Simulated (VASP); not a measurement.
A run of VASP 6.6.1:

File INCAR:

```
SYSTEM = Zr3MoC
  PREC = Accurate
  ENCUT = 600
  EDIFF = 1E-6
  ISMEAR = -1
  SIGMA = 0.05
  LREAL = .FALSE.
  LASPH = .TRUE.
  NELM = 80
  ALGO = Fast
  ISIF = 3
  LWAVE = .FALSE.
  LCHARG = .FALSE.
  GGA = B5
  ALDAX = 1.0
  AGGAX = 1.0
  AGGAC = 1.0
  ALDAC = 0.0
  IBRION = 2
  NSW = 60
  EDIFFG = -0.01
```

The input KPOINTS:

```
Automatic mesh
0
G
  5 5 5
  0 0 0
```

The input POSCAR:

```
Zr3MoC
1.0
    4.9425100000      0.0000000000      0.0000000000
    0.0000000000      4.9425100000      0.0000000000
    0.0000000000      0.0000000000      4.9425100000
Zr Mo C
3 1 1
Direct
    0.5000000000      0.0000000000      0.0000000000
    0.0000000000      0.5000000000      0.0000000000
    0.0000000000      0.0000000000      0.5000000000
    0.0000000000      0.0000000000      0.0000000000
    0.5000000000      0.5000000000      0.5000000000
```

Potentials or basis: VASP PAW PBE potentials, release 64 (Zr_sv, Mo_sv, C).

Command:

```sh
$ cat potpaw_PBE.64/Zr_sv/POTCAR potpaw_PBE.64/Mo_sv/POTCAR potpaw_PBE.64/C/POTCAR > POTCAR
$ mpirun -np 1 vasp_std > vasp.out
```

Hardware: 1 thread of Intel(R) Xeon(R) 6975P-C (Granite Rapids), on a shared host.

Task: How long does it take, and how much memory?

Result: It took 5.4 min on 1 thread of Intel(R) Xeon(R) 6975P-C (Granite Rapids), on a shared host, peak memory 0.27 GiB. Counts: scf iterations 96, k points 10, ion steps 3.
